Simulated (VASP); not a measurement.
VASP runs on GaN (zinc blende) share one base input (PBE GGA, plane waves, VASP's PBE PAW potentials (set 64)) and change the settings named in each case.

**INCAR**
```
# general
SYSTEM  = GaN
PREC    = Accurate
ENCUT   = 520
LREAL   = F
LASPH   = T   # aspherical one-centre terms

# electronic loop
EDIFF   = 1E-6
NELM    = 100
ALGO    = Normal
LMAXMIX = 4

# smearing
ISMEAR  = 0
SIGMA   = 0.05   # width (eV)

# functional
GGA     = PE

# ions
ISIF    = 2   # forces and stress, cell fixed

# output
LWAVE   = F
LCHARG  = F
```

### KPOINTS
```
Automatic mesh
0
Gamma
9 9 9
0 0 0
```

File POSCAR:
```
GaN
1
    0.0000000000     2.2600000000     2.2600000000
    2.2600000000     0.0000000000     2.2600000000
    2.2600000000     2.2600000000     0.0000000000
Ga N
1 1
Direct
  0.0000000000   0.0000000000   0.0000000000
  0.2500000000   0.2500000000   0.2500000000
```

POTCAR, in this order: Ga_d N (PBE.64 set). Program: vasp_std.

```csv
change,E(σ→0) (eV/atom),pressure (GPa)
base run,-6.0742,3.43
"GGA removed, LMIXTAU = .TRUE., METAGGA = SCAN",-13.4408,(withheld)
GGA = RP,-5.6569,7.25
IVDW = 12,-6.3261,-0.20
GGA = PS,-6.5597,-2.89
IVDW = 13,-6.4712,-2.15
"GGA removed, LMIXTAU = .TRUE., METAGGA = TPSS",-11.0049,1.11
```

Question: Complete the blanks.

Answer: 
- GGA removed, LMIXTAU = .TRUE., METAGGA = SCAN, pressure (GPa): -2.61

Energies of different potentials or functionals have different zeros.

Left out are runs that ran out of time, are held back, or changed the cell or the kind of run, fixed moments of cells without a moment, rows past the twelfth, gaps on odd meshes, pressures of charged cells and columns that move by less than the noise.

The compound is GaN in the zinc blende structure, a metastable form; wurtzite is the usual one. The cell was not relaxed at this level.
